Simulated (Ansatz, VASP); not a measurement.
## Cross-check of Bi2Se3 between VASP and Ansatz

One calculation is typed for both programs; each brings its own data sets and cutoff. How far apart do they land?

Calculated with Ansatz 0.2.0; plane waves, with VASP 6.6.1 beside it; single point at PBE.

**1. Set-up**

It takes space group R-3m (No. 166, trigonal). The conventional cell has a = 4.191 Å, b = 4.191 Å, c = 29.929 Å, α = 90.00°, β = 90.00°, γ = 120.00°. Bi has 6 Se at 2.89 to 3.11 Å nearest. Se has 6 Bi at 3.11 Å nearest. Nearest to Se lie 3 Bi at 2.89 Å. Farther neighbours and most contacts between anions are not listed.

Coordinates:

```cif
data_structure
_symmetry_space_group_name_H-M 'R-3m:H'
_symmetry_Int_Tables_number 166
_cell_length_a 4.1914
_cell_length_b 4.1914
_cell_length_c 29.9287
_cell_angle_alpha 90.000
_cell_angle_beta 90.000
_cell_angle_gamma 120.000
_cell_volume 455.33
loop_
_atom_site_label
_atom_site_type_symbol
_atom_site_symmetry_multiplicity
_atom_site_Wyckoff_symbol
_atom_site_fract_x
_atom_site_fract_y
_atom_site_fract_z
_atom_site_occupancy
Bi1 Bi 6 c 0.66667 0.33333 0.73177 1
Se1 Se 3 a 0.00000 0.00000 0.00000 1
Se2 Se 6 c 0.33333 0.66667 0.88238 1
```

**2. VASP: single point, PBE**

A single point gives forces, pressure and levels at one fixed geometry, so differences don't come from the geometry; what else differs is listed under the comparison.

Lines of VASP's logs that name or quote its potential files are left out, and so is its time.

File INCAR:

```
SYSTEM = Bi2Se3
PREC = Accurate
ENCUT = 500
EDIFF = 1E-08
NELM = 100
ISMEAR = 0
SIGMA = 0.01
LREAL = .FALSE.
ALGO = Normal
GGA = PE
NBANDS = 73
LORBIT = 11
LWAVE = .TRUE.
LCHARG = .FALSE.
KPAR = 8
```

File POSCAR:

```
Bi2Se3
1.0
    2.0956832629      1.2099432960      9.9762290674
   -2.0956832629      1.2099432960      9.9762290674
    0.0000000000     -2.4198865920      9.9762290674
Bi Se
2 3
Direct
    0.3984350000      0.3984350000      0.3984350000
    0.6015650000      0.6015650000      0.6015650000
    0.0000000000      0.0000000000      0.0000000000
    0.2157150000      0.2157150000      0.2157150000
    0.7842850000      0.7842850000      0.7842850000
```

File KPOINTS:

```
Automatic mesh
0
Gamma
4 4 4
0 0 0
```

PAW data sets: Bi_sv_GW and Se_sv_GW (PBE family, release 64).

Started as:

```sh
$ mpirun -np 8 vasp_std
```

Numbers of over 12 decimals in the logs are rounded to 6 here.

Log:

```text
[banner, memory and clock lines left out]
running    8 mpi-ranks, on    1 nodes
 distrk:  each k-point on    1 cores,    8 groups
 distr:  one band on    1 cores,    1 groups

 POSCAR found type information on POSCAR BiSe
 POSCAR found :  2 types and       5 ions
|                                                                             |
|           W    W    AA    RRRRR   N    N  II  N    N   GGGG   !!!           |
|           W    W   A  A   R    R  NN   N  II  NN   N  G    G  !!!           |
|           W    W  A    A  R    R  N N  N  II  N N  N  G       !!!           |
|           W WW W  AAAAAA  RRRRR   N  N N  II  N  N N  G  GGG   !            |
|           WW  WW  A    A  R   R   N   NN  II  N   NN  G    G                |
|           W    W  A    A  R    R  N    N  II  N    N   GGGG   !!!           |
|                                                                             |
|     For optimal performance we recommend to set                             |
|       NCORE = 2 up to number-of-cores-per-socket                            |
|     NCORE specifies how many cores store one orbital (NPAR=cpu/NCORE).      |
|     This setting can greatly improve the performance of VASP for DFT.       |
|     The default, NCORE=1 might be grossly inefficient on modern             |
|     multi-core architectures or massively parallel machines. Do your        |
|     Unfortunately you need to use the default for GW and RPA                |
|     calculations (for HF NCORE is supported but not extensively tested      |
|     yet).                                                                   |
|                                                                             |

 LDA part: xc-table for (Slater+PW92), standard interpolation
 POSCAR, INCAR and KPOINTS ok, starting setup
 FFT: planning ... GRIDC
 FFT: planning ... GRID_SOFT
 FFT: planning ... GRID
 WAVECAR not read
 entering main loop
       N       E                     dE             d eps       ncg     rms          rms(c)
DAV:   1     0.342422967179E+04    0.34242E+04   -0.70039E+04  3428   0.174E+04
DAV:   2     0.995416196576E+03   -0.24288E+04   -0.23478E+04  3264   0.394E+03
DAV:   3     0.174872389053E+03   -0.82054E+03   -0.79955E+03  3201   0.919E+02
DAV:   4     0.959917144174E+01   -0.16527E+03   -0.16274E+03  3602   0.624E+02
DAV:   5    -0.163831931821E+02   -0.25982E+02   -0.25808E+02  3560   0.308E+02    0.806E+00
DAV:   6    -0.198205133228E+02   -0.34373E+01   -0.45079E+01  3780   0.124E+02    0.458E+00
DAV:   7    -0.201704477887E+02   -0.34993E+00   -0.44099E+00  3700   0.447E+01    0.303E+00
DAV:   8    -0.202490559445E+02   -0.78608E-01   -0.78194E-01  3708   0.188E+01    0.776E-01
DAV:   9    -0.202593787668E+02   -0.10323E-01   -0.13558E-01  3580   0.796E+00    0.236E-01
DAV:  10    -0.202620411249E+02   -0.26624E-02   -0.30618E-02  3780   0.347E+00    0.996E-02
DAV:  11    -0.202627800678E+02   -0.73894E-03   -0.79590E-03  3708   0.170E+00    0.529E-02
DAV:  12    -0.202629960712E+02   -0.21600E-03   -0.22904E-03  3772   0.885E-01    0.415E-02
DAV:  13    -0.202630553112E+02   -0.59240E-04   -0.69239E-04  3660   0.532E-01    0.193E-02
DAV:  14    -0.202630825582E+02   -0.27247E-04   -0.23382E-04  3780   0.257E-01    0.778E-03
[...]
DAV:  22    -0.202630966551E+02    0.60712E-06   -0.90238E-08  2084   0.160E-02    0.465E-03
DAV:  23    -0.202630957061E+02    0.94896E-06   -0.19676E-07  2772   0.221E-02    0.336E-03
DAV:  24    -0.202630953679E+02    0.33824E-06   -0.48772E-08  1948   0.955E-03    0.246E-03
DAV:  25    -0.202630951107E+02    0.25713E-06   -0.19433E-08  1636   0.692E-03    0.206E-03
DAV:  26    -0.202630946885E+02    0.42226E-06   -0.30042E-08  1588   0.104E-02    0.981E-04
DAV:  27    -0.202630945589E+02    0.12961E-06   -0.63305E-08  2116   0.451E-03    0.472E-04
DAV:  28    -0.202630944581E+02    0.10076E-06   -0.75615E-09  1412   0.329E-03    0.126E-04
DAV:  29    -0.202630944563E+02    0.17826E-08   -0.53343E-09  1300   0.239E-03
   1 F= -.20263094E+02 E0= -.20263094E+02  d E =-.331506E-13
 writing wavefunctions
```

Parts of OUTCAR (step 2):

```text
ion  position               nearest neighbor table
   1  0.398  0.398  0.398-   5 2.89   5 2.89   5 2.89
   2  0.602  0.602  0.602-   4 2.89   4 2.89   4 2.89
   3  0.000  0.000  0.000-
   4  0.216  0.216  0.216-   2 2.89   2 2.89   2 2.89
   5  0.784  0.784  0.784-   1 2.89   1 2.89   1 2.89

  LATTYP: Found a trigonal (rhomboedric) cell.
 ALAT       =    10.2655247076
 COS(alpha) =     0.9166474328

 Subroutine GETGRP returns: Found 12 space group operations
 (whereof 12 operations were pure point group operations)

The static configuration has the point symmetry D_3d.

 Found     13 irreducible k-points:

   k-points           NKPTS =     13   k-points in BZ     NKDIM =     13   number of bands    NBANDS=     73

   dimension x,y,z NGX =    80 NGY =   80 NGZ =   80
   dimension x,y,z NGXF=   160 NGYF=  160 NGZF=  160

   ENCUT  =  500.0 eV  36.75 Ry    6.06 a.u.  18.72 18.72 18.72*2*pi/ulx,y,z

   NELECT =     118.0000    total number of electrons

 k-points in reciprocal lattice and weights: Automatic mesh
   0.00000000  0.00000000  0.00000000       0.016
   0.25000000 -0.00000000  0.00000000       0.094
   0.50000000 -0.00000000  0.00000000       0.047
   0.25000000  0.25000000  0.00000000       0.094
   0.50000000  0.25000000  0.00000000       0.188
  -0.25000000  0.25000000  0.00000000       0.094
   0.50000000  0.50000000  0.00000000       0.047
   0.25000000  0.25000000  0.25000000       0.031
   0.50000000  0.25000000  0.25000000       0.094
  -0.25000000  0.25000000  0.25000000       0.094
   0.50000000  0.50000000  0.25000000       0.094
  -0.25000000  0.50000000  0.25000000       0.094
   0.50000000  0.50000000  0.50000000       0.016

 average (electrostatic) potential at core
       1-104.6140       2-104.6140       3 -94.4493       4 -94.5615       5 -94.5615

 E-fermi :   3.7591

 k-point     1 :       0.0000    0.0000    0.0000
  band No.  band energies     occupation
    ...
     55       1.9017      2.00000
     56       1.9017      2.00000
     57       2.4201      2.00000
     58       2.4201      2.00000
     59       3.3613      2.00000
     60       3.8057      0.00000
     61       5.0423      0.00000
     62       5.0423      0.00000
     63       5.6432      0.00000
     64       6.1874      0.00000
    ...

 k-point     2 :       0.2500   -0.0000    0.0000
  band No.  band energies     occupation
    ...
     55       1.3808      2.00000
     56       1.8997      2.00000
     57       2.3591      2.00000
     58       2.4036      2.00000
     59       2.9874      2.00000
     60       4.7221      0.00000
     61       5.5275      0.00000
     62       5.7117      0.00000
     63       6.2786      0.00000
     64       6.7104      0.00000
    ...

 k-point     3 :       0.5000   -0.0000    0.0000
  band No.  band energies     occupation
    ...
     55       0.8395      2.00000
     56       0.8901      2.00000
     57       1.7150      2.00000
     58       2.3569      2.00000
     59       2.8575      2.00000
     60       4.4784      0.00000
     61       5.6029      0.00000
     62       6.4435      0.00000
     63       6.5329      0.00000
     64       7.5147      0.00000
    ...

  Total       -2.8194742     -2.8194742     -2.9641768      0.0000000      0.0000000      0.0000000
  in kB      -29.7625668    -29.7625668    -31.2900571      0.0000000      0.0000000      0.0000000
  external PRESSURE =     -30.2717302 kB  Pullay stress =       0.0000000 kB

  energy-cutoff  :      500.00
  volume of cell :      151.78
      direct lattice vectors                 reciprocal lattice vectors
     2.095683263  1.209943296  9.976229067     0.238585672  0.137747502  0.033412759
    -2.095683263  1.209943296  9.976229067    -0.238585672  0.137747502  0.033412759
     0.000000000 -2.419886592  9.976229067     0.000000000 -0.275495004  0.033412759

 POSITION                                       TOTAL-FORCE (eV/Angst)
 -----------------------------------------------------------------------------------
      0.00000      0.00000     11.92464         0.000000     -0.000000      0.013539
      0.00000      0.00000     18.00405         0.000000     -0.000000     -0.013539
      0.00000      0.00000      0.00000        -0.000000     -0.000000      0.000000
      0.00000      0.00000      6.45607         0.000000     -0.000000      0.092153
      0.00000      0.00000     23.47262         0.000000      0.000000     -0.092153
 -----------------------------------------------------------------------------------
    total drift:                                0.000000      0.000000      0.000000

  FREE ENERGIE OF THE ION-ELECTRON SYSTEM (eV)
  ---------------------------------------------------
  free  energy   TOTEN  =       -20.2630944563 eV

  energy  without entropy=      -20.2630944563  energy(sigma->0) =      -20.26309446

 total charge
# of ion       s       p       d       f       tot
--------------------------------------------------
    1        3.382   6.685   9.769   0.011  19.846
    2        3.382   6.685   9.769   0.011  19.846
    3        3.451   8.254  10.017   0.001  21.724
    4        3.476   8.204  10.017   0.001  21.698
    5        3.476   8.204  10.017   0.001  21.698
--------------------------------------------------
tot         17.166  38.033  49.588   0.026 104.813

[... 3 further parts left out ...]
```

The run ends at a pressure of -3.03 GPa, with forces up to 0.092 eV/Å.

**3. Ansatz: single point, PBE**

Ansatz runs on its default PAW (the set named soft_2) files.

The same cell, functional, mesh and smearing now go to Ansatz, which takes its cutoff from its data sets.

File input.yaml:

```yaml
crystal:
  lattice:
    - [2.0956832629, 1.209943296, 9.9762290674]
    - [-2.0956832629, 1.209943296, 9.9762290674]
    - [0.0, -2.419886592, 9.9762290674]
  atoms:
    - { symbol: Bi, position: [0.398435, 0.398435, 0.398435] }
    - { symbol: Bi, position: [0.601565, 0.601565, 0.601565] }
    - { symbol: Se, position: [0.0, 0.0, 0.0] }
    - { symbol: Se, position: [0.215715, 0.215715, 0.215715] }
    - { symbol: Se, position: [0.784285, 0.784285, 0.784285] }
hamiltonian:
  xc: pbe
  pseudopotentials: { kind: paw }
kpoints:
  mp_grid: { grid: [4, 4, 4] }
scf:
  occupations: { method: gaussian, width: 0.01 }
  n_extra_bands: 5
output:
  forces: true
  stress: true
  eigenvalues: true
  write_density: true
  write_potential: true
  elf: true
  volumetric_format: npy
```

Started as:

```sh
$ ansatz run input.yaml --threads 2 --pin off --max-ram 4608MiB --backend cpu --events-out ev --progress --plain --runs-dir out
```

Log:

```text
basis.fft_grid_basis auto: the FFT boxes are laid along the combinations [[1, -1, 0], [0, 1, 0], [0, -1, 1]] of the cell's own vectors, 4.191, 10.266 and 4.191 Å long. The dense box has 30×72×30 points. Along the cell's own vectors, as sized, it would have 72×72×72, 5.76 times as many. Of the 12 symmetry operations that the crystal satisfies within crystal.symmetry.tolerance (time reversal apart; of a slab, those tha [...]
scf.n_extra_bands = 5 over 39 filled bands (N_el = 78.0): the run solves 44 bands
Engine: ansatz 0.2.0, aarch64-unknown-linux-gnu
Pseudopotentials: kind: paw
Pseudopotential: Bi, paw, valence charge 15, recommended cutoff 420 eV (normal), Bi.paw.azcp
Pseudopotential: Se, paw, valence charge 16, recommended cutoff 420 eV (normal), Se.paw.azcp
Functional definition: PBE
  parameter kappa = 0.804
  parameter beta = 0.066725
  exchange = pbe_x(kappa = kappa, mu = beta*pi^2/3)
  correlation = pbe_c(beta = beta)
Crystal: 5 atoms, lattice volume = 151.778 Å³
Basis set: ecut = 420 eV, 2901 PW (Γ), FFT grids on a1−a2, a2, −a2+a3, exchange–correlation on 60×144×60 points (8 copies of the dense FFT grid, shifted against one another)
Bands: 44, of which v1, the nominal top of the filled ones, is band 39 counted from 1 (38 counted from 0)
Symmetry: 12 space group operations
Space group: R-3m (ITA 166), of the structure as read, at distance tolerance 5.3e-5 Å
k-points: 13 of 64
Non-local potential: Bi, projectors of the file, l = 0: 2, l = 1: 2, l = 2: 2, l = 3: 2
Non-local potential: Se, projectors of the file, l = 0: 2, l = 1: 2, l = 2: 3, l = 3: 1
PAW form: soft (Blöchl's): semilocal exchange-correlation on the pseudo side does not see the compensation charge
PAW one-centre angular grid: Bi, 590 points (default); XC on 64 Gauss nodes
PAW one-centre angular grid: Se, 590 points (default); XC on 64 Gauss nodes
Initial density: superposition of atomic densities (neutral atoms: chi_scale 0, normalization atom), corrected by the library's trained network
Initial wavefunctions: pseudopotential atomic-orbital guess
Functional: x = pbe(κ = 0.804, μ = 0.219515), c = pbe(β = 0.066725)
SCF iter   1: F=—  HF=-41202.297553 eV  |F-HF|=—  |Δ(HF+E_count)|=         —  Δρ=1.24e-3  dr2=4.38e-3  ethr=1.77e-3  ⟨swp⟩=8.0  Hψ=2200  notcnv=0
preconditioner: auto → Resta (q_TF=auto, 2.442 Å⁻¹)  ε∞=4.8  [insulator: Δε(μ)=0.433 eV  Ē_g=8.187 eV  σ=0.010 eV  W_gap=1.00  n_scr=42 (ndim 8)  ℏωp=15.9 eV  f_vac=0.066  D(μ)=0.00/eV (n_scr^D=0)  ε∞_Penn≈4.8]
SCF iter   2: F=—  HF=-41202.295991 eV  |F-HF|=—  |Δ(HF+E_count)|=   1.56e-3  Δρ=5.85e-4  dr2=5.72e-4  ethr=5.62e-6  ⟨swp⟩=2.8  Hψ=1138  notcnv=0  defer=13
SCF iter   3: F=—  HF=-41202.296152 eV  |F-HF|=—  |Δ(HF+E_count)|=   1.61e-4  Δρ=2.87e-4  dr2=1.53e-4  ethr=7.34e-7  ⟨swp⟩=2.9  Hψ=1101  notcnv=0  defer=13
SCF iter   4: F=—  HF=-41202.296283 eV  |F-HF|=—  |Δ(HF+E_count)|=   1.32e-4  Δρ=1.01e-4  dr2=2.98e-5  ethr=1.96e-7  ⟨swp⟩=2.0  Hψ=967  notcnv=0  defer=13
SCF iter   5: F=—  HF=-41202.296277 eV  |F-HF|=—  |Δ(HF+E_count)|=   6.63e-6  Δρ=4.17e-5  dr2=4.89e-6  ethr=3.82e-8  ⟨swp⟩=2.0  Hψ=936  notcnv=0  defer=13
SCF iter   6: F=—  HF=-41202.296281 eV  |F-HF|=—  |Δ(HF+E_count)|=   4.06e-6  Δρ=1.54e-5  dr2=8.36e-7  ethr=6.27e-9  ⟨swp⟩=2.0  Hψ=1066  notcnv=0  defer=13
SCF iter   7: F=—  HF=-41202.296281 eV  |F-HF|=—  |Δ(HF+E_count)|=   4.44e-7  Δρ=7.33e-6  dr2=1.00e-7  ethr=1.07e-9  ⟨swp⟩=2.0  Hψ=1066  notcnv=0  defer=13
SCF iter   8: F=-41202.296281 eV  HF=-41202.296281 eV  |F-HF|=6.37e-9  |Δ(HF+E_count)|=   1.13e-7  Δρ=1.98e-6  dr2=1.01e-8  ethr=1.28e-10  ⟨swp⟩=13.1  Hψ=4268  notcnv=0
SCF 1 converged in 8 iterations: F = -41202.296281 eV  dr2 = 1.01e-8
  greatest PAW one-centre occupation: 1.000 electrons in one spin orbital (limit 2), on the Se atom at site 4 (counted from 0), in its partial waves of l = 2
SCF converged after 8 iterations
Free energy (F): -41202.296281 eV
Harris-Foulkes:  -41202.296281 eV  (|F-HF|=6.37e-9)
Internal energy: -41202.296281 eV  (E = F + TS)
E sigma→0 (E₀):  -41202.296281 eV
Fermi energy:    8.094889 eV
--- Per-component energies (eV) ---
  E_band       = -1409.359020
  E_kinetic    = 954.737248
  E_local      = -10859.897460  (includes V_loc(G=0)·N_el)
  E_nonlocal   = -663.240873
  E_hartree    = 4828.543725
  E_xc         = -615.353437
  E_vxc        = -582.653554  (∫ρ·V_xc dr)
  E_paw        = -27059.506378  (= ΣΔE_a)
  E_vpaw       = 84.610600  (= ΣTr[D̂ρ^β])
  E_aug_tail   = -0.002608  (compensation charges beyond the density's cutoff)
  E_ewald      = -7787.576498
  E_smearing   = -0.000000  (= −TS)
  E_closure    = 0.000000  (closes the sum)
  Σ components = -41202.296281   (vs F -41202.296281, Δ=0.00e0)
--- Forces (eV/Å), atoms counted from 1 ---
  atom   1  Bi     0.00000000     0.00000000     0.01625975
  atom   2  Bi    -0.00000000    -0.00000000    -0.01625975
  atom   3  Se    -0.00000000     0.00000000     0.00000000
  atom   4  Se     0.00000000     0.00000000     0.09209230
  atom   5  Se    -0.00000000    -0.00000000    -0.09209230
  max |Σ_I F_I| component: 1.02e-28 eV/Å
--- Stress (GPa, compression-positive) ---
       -0.042267       0.000000       0.000000
        0.000000      -0.042267      -0.000000
        0.000000      -0.000000      -0.183767
  P = ⅓ Tr σ = -0.0894 GPa (-0.894 kbar)
--- Band table (eV; the first three rows and the last of 13) ---
  k-point 0: bands = [... 35 lower, 6.4101, 6.9288, 6.9288, 7.8739, 8.3158, 9.5514, 9.5514, 10.1530, ... 1 higher]
  k-point 1: bands = [... 35 lower, 6.4110, 6.8680, 6.9124, 7.5000, 9.2318, 10.0380, 10.2210, 10.7882, ... 1 higher]
  k-point 2: bands = [... 35 lower, 5.3998, 6.2248, 6.8655, 7.3696, 8.9880, 10.1120, 10.9534, 11.0415, ... 1 higher]
  k-point 12: bands = [... 35 lower, 6.6307, 6.8323, 6.8323, 7.5342, 8.5876, 9.7219, 9.7219, 10.0847, ... 1 higher]
```

Run time: 8.4 s. Hardware: 2 threads of Arm Neoverse N1, shared host; peak memory 0.45 GiB; 16 s of CPU time.

The column dr2 measures how far the density is from self-consistency, as an energy; F and HF (Harris–Foulkes) agree once it is small.

The run ends at a pressure of -0.09 GPa, with forces up to 0.092 eV/Å.

**4. Differences**

Known differences besides the potentials themselves: the data sets hold 78 valence electrons in Ansatz (default PAW (the set named soft_2) files) and 118 in VASP; the cutoff is 420 eV in Ansatz and 500 eV in VASP; VASP leaves aspherical gradient terms in its spheres out (LASPH is not set), Ansatz keeps them. Total energies have different zeros and are not compared.

Compared:

```csv
quantity,Ansatz,VASP,difference
gap on the k mesh (eV),0.442,0.444,-0.003
```

Forces (eV/Å; atoms numbered as in POSCAR):

```csv
atom,"Ansatz x, y, z","VASP x, y, z"
Bi1,"0.000, 0.000, 0.016","0.000, 0.000, 0.014"
Bi2,"0.000, 0.000, -0.016","0.000, 0.000, -0.014"
Se3,"0.000, 0.000, 0.000","0.000, 0.000, 0.000"
Se4,"0.000, 0.000, 0.092","0.000, 0.000, 0.092"
Se5,"0.000, 0.000, -0.092","0.000, 0.000, -0.092"
```

The forces differ by 1.0 meV/Å r.m.s., which is 2.9 % of the r.m.s. force of 0.03 eV/Å (both taken over all components). Not compared: the pressure (VASP's GW data sets at this cutoff don't carry it). A gap on the mesh is an upper bound, since the band edges may lie between its points; neither run holds spin-orbit coupling, which can move the band edges of a compound of Bi.

**5. Further runs**

Further runs change the set-up of one program: Ansatz's method, potentials or start, or VASP's data sets, cutoff or form of LDA. The table gives Ansatz less VASP for each quantity, since a change that brings one quantity closer may part another.

```csv
run,r.m.s. force difference (meV/Å),gap on the k mesh (eV)
as above,0.99,-0.0025
Ansatz's all-electron LAPW method,1.1,-0.0019
Ansatz's larger PAW set (cutoff 600 eV),1.4,0.0012
norm-conserving potentials (cutoff 1170 eV),1.4,-0.0027
```

**6. Summary of results**

| Quantity | Value |
| --- | --- |
| r.m.s. force difference (single point, PBE) | 0.99 meV/Å |

What this shows: The r.m.s. force difference is 0.99 meV/Å (single point, PBE), within the 12 meV/Å picked in this series as the mark of a large difference. Single point, PBE, Ansatz's larger PAW set (cutoff 600 eV): r.m.s. force difference goes from 0.99 to 1.4 meV/Å; the difference in gap on the k mesh goes from -0.0025 to 0.0012 eV. Single point, PBE, norm-conserving potentials (cutoff 1170 eV): r.m.s. force difference goes from 0.99 to 1.4 meV/Å. How closely two codes agree says nothing of how well the functional describes the real material.

[Lines on the potential files, build, host, timing and source positions are cut from VASP's logs without a mark.]

[Logs are printed without paths, hosts, clocks, repeated set-up lines and the standing remarks that a program may print on its own settings, such as how far it seeks lower states.]

[Hosts, paths, dates, database ids (printed as entryN), source tags and the programs' standing remarks are cut or masked in the printed files.]
